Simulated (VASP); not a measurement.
Energy against volume of MgO (rock salt). Level of theory: revTPSS meta-GGA, VASP's PBE PAW potentials (set 64) (plane waves; VASP). Numerical set-up: 520 eV cut-off, 11×11×11 Γ-centred mesh, Gaussian smearing of 0.050 eV, potentials Mg O.

```tsv
V (Å³/atom)	E (eV/atom)
9.161	-7.54181
9.444	-7.54664
9.727	-7.54304
10.011	-7.53222
```

Task: Fit these four points and predict the energy of the run at 8.877 Å³/atom.

Result: A cubic in V^(−2/3), the third-order Birch-Murnaghan form, passes through the four points with V0 = 9.46 Å³/atom and B0 = 158 GPa, and gives -7.5270 eV/atom there. The run gave -7.5272 eV/atom, -0.1 meV/atom from the fit; all five points give B0 = 158 GPa.

The compound is MgO in the rock salt structure. It was relaxed first.
